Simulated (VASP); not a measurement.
The system is LaMg.

```
La Mg
1.0
     3.96500    0.00000    0.00000
     0.00000    3.96500    0.00000
     0.00000    0.00000    3.96500
La Mg
1 1
Direct
  0.50000 0.50000 0.50000
  0.00000 0.00000 0.00000
```

* Program: VASP 6.6.1
* Task: relaxation of cell and atoms
* Functional: LDA
* Potentials or basis: VASP PAW LDA potentials, release 64 (La, Mg)
* Cutoff: 600 eV
* k mesh: 10 × 10 × 10
* Occupations: gaussian, width 0.1 eV
* Spin: no spin polarisation

At the start: pressure -3.1 GPa; volume 31.17 Å³/atom.

Problem. Where does the relaxation end?

Solution. Over 3 steps the energy falls by 27.4 meV/atom and the volume is 28.50 Å³/atom (-8.6 %); space group Pm-3m (No. 221, to 0.05 Å).

Step by step:
```tsv
step	energy change (eV)	largest force (eV/Å)	pressure (GPa)	volume (Å³)
1	0.0000	0.0000	-3.09	62.33
2	-0.0547	0.0000	-0.05	57.07
3	-0.0547	0.0000	0.00	57.00
```

Final structure:
```
CELL_PARAMETERS angstrom
3.84851 0.00000 0.00000
0.00000 3.84851 0.00000
0.00000 0.00000 3.84851
ATOMIC_POSITIONS crystal
La 0.50000 0.50000 0.50000
Mg 0.00000 0.00000 0.00000
```
